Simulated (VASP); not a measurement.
Level of theory: r2SCAN meta-GGA, VASP's PBE PAW potentials (set 64) (plane waves; VASP).

The input files of a VASP run:

### KPOINTS
```
Automatic mesh
0
Gamma
9 9 9
0 0 0
```

INCAR:
```
SIGMA=0.05
SYSTEM=NaF
EDIFF=1E-6   ! SCF stop (eV)
ALGO=Normal
LMIXTAU=.TRUE.
IBRION=2   ! conjugate gradients
LASPH=.TRUE.
EDIFFG=-0.01   ! ionic stop
ISMEAR=0   ! Gaussian
PREC=Accurate
METAGGA=R2SCAN
ENCUT=520   ! plane-wave cut-off (eV)
NSW=60
LREAL=.FALSE.   ! projection in real space or not
LWAVE=.FALSE.
LCHARG=.FALSE.
ISIF=3   ! ions, shape and volume
NELM=100
```

POSCAR:
```
NaF
1
    0.0000000000     2.4084000000     2.4084000000
    2.4084000000     0.0000000000     2.4084000000
    2.4084000000     2.4084000000     0.0000000000
Na F
1 1
Direct
  0.0000000000   0.0000000000   0.0000000000
  0.5000000000   0.5000000000   0.5000000000
```

POTCAR, in this order: Na_pv F (PBE.64 set). Program: vasp_std.

Output

### OUTCAR
```
 ion  position               nearest neighbor table
   1  0.000  0.000  0.000-
   2  0.500  0.500  0.500-
  LATTYP: Found a face centered cubic cell.
 ALAT       =     4.8168000000
 Subroutine PRICEL returns:
 Original cell was already a primitive cell.
 Subroutine GETGRP returns: Found 48 space group operations
The static configuration has the point symmetry O_h .
The dynamic configuration has the point symmetry O_h .
 Subroutine INISYM returns: Found 48 space group operations
 Subroutine IBZKPT returns following result:
 Found     35 irreducible k-points:

 Following reciprocal coordinates:
            Coordinates               Weight
  0.000000  0.000000  0.000000      1.000000
  0.111111  0.000000  0.000000      8.000000
  0.222222  0.000000  0.000000      8.000000
  0.333333  0.000000  0.000000      8.000000
  0.444444  0.000000  0.000000      8.000000
  0.111111  0.111111  0.000000      6.000000
  0.222222  0.111111  0.000000     24.000000
  0.333333  0.111111  0.000000     24.000000
  0.444444  0.111111  0.000000     24.000000
...
```

File OSZICAR:
```
       N       E                     dE             d eps       ncg     rms          rms(c)
DAV:   1     0.109449996508E+03    0.10945E+03   -0.83839E+03   779   0.152E+03
DAV:   2    -0.890902398277E+01   -0.11836E+03   -0.10917E+03   840   0.376E+02
DAV:   3    -0.160442058733E+02   -0.71352E+01   -0.71135E+01   905   0.937E+01
DAV:   4    -0.161197255789E+02   -0.75520E-01   -0.75506E-01   848   0.103E+01
DAV:   5    -0.161206834988E+02   -0.95792E-03   -0.95790E-03   905   0.121E+00    0.482E+00
DAV:   6    -0.126712963030E+02    0.34494E+01   -0.17528E+00   982   0.167E+01    0.152E+00
DAV:   7    -0.123737031147E+02    0.29759E+00   -0.80994E-01   770   0.128E+01    0.151E+00
DAV:   8    -0.134336877626E+02   -0.10600E+01   -0.40208E-01   770   0.976E+00    0.527E-01
DAV:   9    -0.121336410993E+02    0.13000E+01   -0.24806E-01   770   0.539E+00    0.954E-01
DAV:  10    -0.126246705465E+02   -0.49103E+00   -0.31985E-01   770   0.615E+00    0.313E-01
DAV:  11    -0.126061435472E+02    0.18527E-01   -0.71524E-03   893   0.969E-01    0.318E-01
DAV:  12    -0.125138962219E+02    0.92247E-01   -0.12088E-02   770   0.182E+00    0.935E-02
DAV:  13    -0.125172791284E+02   -0.33829E-02   -0.97831E-04   812   0.399E-01    0.679E-02
DAV:  14    -0.125189198610E+02   -0.16407E-02   -0.13579E-03   770   0.545E-01    0.721E-02
DAV:  15    -0.125202880001E+02   -0.13681E-02   -0.11874E-03   770   0.479E-01    0.403E-02
DAV:  16    -0.125201997105E+02    0.88290E-04   -0.20018E-04   770   0.213E-01    0.332E-02
DAV:  17    -0.125203607966E+02   -0.16109E-03   -0.38733E-05   809   0.809E-02    0.199E-02
DAV:  18    -0.125203851137E+02   -0.24317E-04   -0.61344E-06   803   0.445E-02    0.105E-02
DAV:  19    -0.125203963828E+02   -0.11269E-04   -0.38919E-06   797   0.294E-02    0.359E-03
DAV:  20    -0.125203932946E+02    0.30882E-05   -0.31905E-06   776   0.235E-02    0.163E-03
DAV:  21    -0.125203947932E+02   -0.14986E-05   -0.12380E-07   496   0.524E-03    0.840E-04
DAV:  22    -0.125203948787E+02   -0.85552E-07   -0.85342E-08   409   0.403E-03
   1 F= -.12520395E+02 E0= -.12520395E+02  d E =-.125204E+02
       N       E                     dE             d eps       ncg     rms          rms(c)
DAV:   1    -0.134135909928E+02   -0.89320E+00   -0.15934E+01   917   0.665E+01    0.702E+00
DAV:   2    -0.126481808593E+02    0.76541E+00   -0.26806E+00   794   0.185E+01    0.199E+00
DAV:   3    -0.126002512333E+02    0.47930E-01   -0.13071E-01   794   0.665E+00    0.983E-01
DAV:   4    -0.125264509973E+02    0.73800E-01   -0.40664E-02   770   0.548E+00    0.176E-01
DAV:   5    -0.125824599147E+02   -0.56009E-01   -0.23094E-02   770   0.225E+00    0.538E-02
DAV:   6    -0.125860828136E+02   -0.36229E-02   -0.33415E-03   770   0.103E+00    0.429E-02
DAV:   7    -0.125862126629E+02   -0.12985E-03   -0.50865E-04   776   0.348E-01    0.212E-02
DAV:   8    -0.125859353631E+02    0.27730E-03   -0.59640E-04   770   0.328E-01    0.179E-02
DAV:   9    -0.125863305767E+02   -0.39521E-03   -0.26053E-04   770   0.238E-01    0.610E-03
DAV:  10    -0.125863799307E+02   -0.49354E-04   -0.12130E-05   797   0.568E-02    0.362E-03
DAV:  11    -0.125863853627E+02   -0.54320E-05   -0.34771E-06   770   0.275E-02    0.159E-03
DAV:  12    -0.125863855693E+02   -0.20652E-06   -0.22442E-07   851   0.598E-03
   2 F= -.12586386E+02 E0= -.12586386E+02  d E =-.659907E-01
       N       E                     dE             d eps       ncg     rms          rms(c)
DAV:   1    -0.129768472644E+02   -0.39046E+00   -0.73199E+00   905   0.459E+01    0.470E+00
DAV:   2    -0.126348694255E+02    0.34198E+00   -0.11604E+00   779   0.121E+01    0.135E+00
DAV:   3    -0.126094375589E+02    0.25432E-01   -0.53065E-02   788   0.465E+00    0.655E-01
DAV:   4    -0.125818600070E+02    0.27578E-01   -0.17851E-02   770   0.376E+00    0.114E-01
DAV:   5    -0.126037178790E+02   -0.21858E-01   -0.96174E-03   770   0.156E+00    0.302E-02
DAV:   6    -0.126072386129E+02   -0.35207E-02   -0.11933E-03   770   0.645E-01    0.211E-02
DAV:   7    -0.126073036992E+02   -0.65086E-04   -0.17283E-04   782   0.211E-01    0.131E-02
DAV:   8    -0.126072610234E+02    0.42676E-04   -0.19268E-04   770   0.188E-01    0.853E-03
DAV:   9    -0.126073734389E+02   -0.11242E-03   -0.71556E-05   770   0.126E-01    0.284E-03
DAV:  10    -0.126073919806E+02   -0.18542E-04   -0.43459E-06   800   0.359E-02    0.163E-03
DAV:  11    -0.126073942397E+02   -0.22591E-05   -0.69316E-07   773   0.128E-02    0.718E-04
DAV:  12    -0.126073945510E+02   -0.31125E-06   -0.77003E-08   442   0.378E-03
   3 F= -.12607395E+02 E0= -.12607395E+02  d E =-.869997E-01
       N       E                     dE             d eps       ncg     rms          rms(c)
DAV:   1    -0.126910343507E+02   -0.83640E-01   -0.16516E+00   896   0.222E+01    0.221E+00
DAV:   2    -0.126158206192E+02    0.75214E-01   -0.25269E-01   779   0.558E+00    0.636E-01
DAV:   3    -0.126104526871E+02    0.53679E-02   -0.10891E-02   788   0.222E+00    0.306E-01
DAV:   4    -0.126046938521E+02    0.57588E-02   -0.36515E-03   770   0.176E+00    0.513E-02
DAV:   5    -0.126092414811E+02   -0.45476E-02   -0.19018E-03   770   0.693E-01    0.116E-02
DAV:   6    -0.126097361616E+02   -0.49468E-03   -0.16464E-04   770   0.234E-01    0.749E-03
DAV:   7    -0.126097648012E+02   -0.28640E-04   -0.29415E-05   782   0.921E-02    0.525E-03
DAV:   8    -0.126097684119E+02   -0.36108E-05   -0.27319E-05   770   0.715E-02    0.256E-03
DAV:   9    -0.126097887780E+02   -0.20366E-04   -0.84067E-06   770   0.447E-02    0.902E-04
DAV:  10    -0.126097924684E+02   -0.36903E-05   -0.86745E-07   794   0.170E-02    0.381E-04
DAV:  11    -0.126097931021E+02   -0.63375E-06   -0.46320E-08   412   0.365E-03
   4 F= -.12609793E+02 E0= -.12609793E+02  d E =-.893982E-01
       N       E                     dE             d eps       ncg     rms          rms(c)
DAV:   1    -0.126112664202E+02   -0.14740E-02   -0.29428E-02   893   0.301E+00    0.292E-01
DAV:   2    -0.126098833189E+02    0.13831E-02   -0.44291E-03   773   0.732E-01    0.836E-02
DAV:   3    -0.126098051933E+02    0.78126E-04   -0.18029E-04   785   0.302E-01    0.402E-02
DAV:   4    -0.126097192825E+02    0.85911E-04   -0.67237E-05   770   0.240E-01    0.691E-03
DAV:   5    -0.126097724231E+02   -0.53141E-04   -0.35422E-05   770   0.958E-02    0.129E-03
DAV:   6    -0.126097819533E+02   -0.95302E-05   -0.23974E-06   770   0.281E-02    0.850E-04
DAV:   7    -0.126097780111E+02    0.39422E-05   -0.50143E-07   776   0.124E-02    0.587E-04
DAV:   8    -0.126097782089E+02   -0.19771E-06   -0.30342E-07   776   0.765E-03
   5 F= -.12609778E+02 E0= -.12609778E+02  d E =-.893833E-01
```

**OUTCAR**
```
------------------------ aborting loop because EDIFF is reached ----------------------------------------
  FORCE on cell =-STRESS in cart. coord.  units (eV):
  Direction    XX          YY          ZZ          XY          YZ          ZX
  --------------------------------------------------------------------------------------
  Total       -0.0000360     -0.0000360     -0.0000360      0.0000000     -0.0000000     -0.0000000
  in kB       -0.0024070     -0.0024070     -0.0024070      0.0000000     -0.0000000     -0.0000000
  external PRESSURE =      -0.0024070 kB  Pullay stress =       0.0000000 kB
  volume of cell :       23.95
      direct lattice vectors                 reciprocal lattice vectors
    -0.000000000  2.287817732  2.287817732    -0.218548879  0.218548879  0.218548879
     2.287817732 -0.000000000  2.287817732     0.218548879 -0.218548879  0.218548879
     2.287817732  2.287817732 -0.000000000     0.218548879  0.218548879 -0.218548879
  FREE ENERGIE OF THE ION-ELECTRON SYSTEM (eV)
  ---------------------------------------------------
  free  energy   TOTEN  =       -12.6097782089 eV

  energy  without entropy=      -12.6097782089  energy(sigma->0) =      -12.60977821

 reached required accuracy - stopping structural energy minimisation
```
(Selected blocks of OUTCAR.)

File CONTCAR:
```
NaF
   1.00000000000000
    -0.0000000000000000    2.2878177323384543    2.2878177323384543
     2.2878177323384543   -0.0000000000000000    2.2878177323384543
     2.2878177323384543    2.2878177323384543   -0.0000000000000000
  Na              F
     1     1
Direct
     0.0000000000000000    0.0000000000000000    0.0000000000000000
     0.5000000000000000    0.5000000000000000    0.5000000000000000
```

Energy and stress use the plane-wave basis of the starting cell.

The structure was generated: NaF was put into the rock salt type (Fm-3m), which need not be its known phase. This run relaxes it. Symmetry was kept, so distortions that lower it aren't found.
